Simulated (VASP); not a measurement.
Given:

```yaml
crystal:
  lattice:
    - [3.98526, 0.00000, 0.00000]
    - [0.00000, 3.98526, 0.00000]
    - [0.00000, 0.00000, 3.98526]
  atoms:
    - { symbol: K, position: [0.00000, 0.00000, 0.00000] }
    - { symbol: Mg, position: [0.50000, 0.50000, 0.50000] }
    - { symbol: F, position: [0.50000, 0.00000, 0.50000] }
    - { symbol: F, position: [0.00000, 0.50000, 0.50000] }
    - { symbol: F, position: [0.50000, 0.50000, 0.00000] }
```

Method: PBEsol GGA, VASP's PBE PAW potentials (set 64) (plane waves; VASP). Run with 520 eV cut-off, 6×6×6 Γ-centred mesh, tetrahedra with Blöchl corrections, potentials K_sv Mg F.

The cores are frozen, which limits the accuracy of field gradients.

Problem. Give the principal components of the electric field gradient (V/Å²) and the asymmetry η at each nucleus.

Solution. 
```csv
atom,Vxx,Vyy,Vzz,η
K1,0.0,0.0,0.0,-
Mg2,0.0,0.0,0.0,-
F3,-22.8,-22.8,45.5,0.00
F4,-22.8,-22.8,45.5,0.00
F5,-22.8,-22.8,45.5,0.00
```

The compound is KMgF3 in the cubic perovskite structure. It was relaxed first.
